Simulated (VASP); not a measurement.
The input files of a VASP run:

INCAR:
```
SYSTEM = Mg
PREC = Accurate; ENCUT = 520; LREAL = .FALSE.
LASPH = .TRUE.
EDIFF = 1E-7; NELM = 100; ALGO = Normal
ISMEAR = 1; SIGMA = 0.1
GGA = PS
IBRION = 2; NSW = 30; ISIF = 4
EDIFFG = -0.01
LWAVE = .FALSE.; LCHARG = .FALSE.
```

KPOINTS:
```
kpoints
0
gamma
 13 13 7
0 0 0
```

POSCAR:
```
Mg
1.0
  1.6112370845  -2.7907449436   0.0000000000
  1.6112370845   2.7907449436   0.0000000000
  0.0000000000   0.0000000000   5.1418104490
Mg
2
Cartesian
  1.6112370845   0.9302501750   1.2854526123
  1.6112370845  -0.9302501750   3.8563578367
```

POTCAR, in this order: Mg (PBE.64 set). Program: vasp_std.

### Question
Translate this PBEsol calculation to Quantum ESPRESSO's pw.x.

### Answer
One equivalent input (not run):
```
&CONTROL
  calculation = 'vc-relax'
  pseudo_dir = './pseudo'
  outdir = './out'
  tprnfor = .true.
  tstress = .true.
  nstep = 30
  forc_conv_thr = 0.00039
/
&SYSTEM
  ibrav = 0
  nat = 2
  ntyp = 1
  ecutwfc = 84
  occupations = 'smearing'
  smearing = 'methfessel-paxton'
  degauss = 0.00735
  input_dft = 'pbesol'
/
&ELECTRONS
  conv_thr = 7.3e-09
  electron_maxstep = 100
/
&IONS
/
&CELL
  cell_dofree = 'shape'
/
ATOMIC_SPECIES
  Mg 24.305 Mg.upf
CELL_PARAMETERS angstrom
     1.6112371   -2.7907449    0.0000000
     1.6112371    2.7907449    0.0000000
     0.0000000    0.0000000    5.1418104
ATOMIC_POSITIONS crystal
  Mg   0.3333330  0.6666670  0.2500000
  Mg   0.6666670  0.3333330  0.7500000
K_POINTS automatic
  13 13 7 0 0 0
```
What does not carry over: the potentials are each code's own (VASP's PAW set, PseudoDojo norm-conserving files in pw.x), so ENCUT and ecutwfc are chosen apart and not converted; conv_thr bounds pw.x's estimated SCF error, while EDIFF bounds the energy change between steps; forc_conv_thr acts on force components and is met together with etot_conv_thr.

The compound is Mg in the hcp structure. This cell is one point of a volume scan, at 1.03 of the reference volume. Symmetry was kept, so distortions that lower it aren't found.
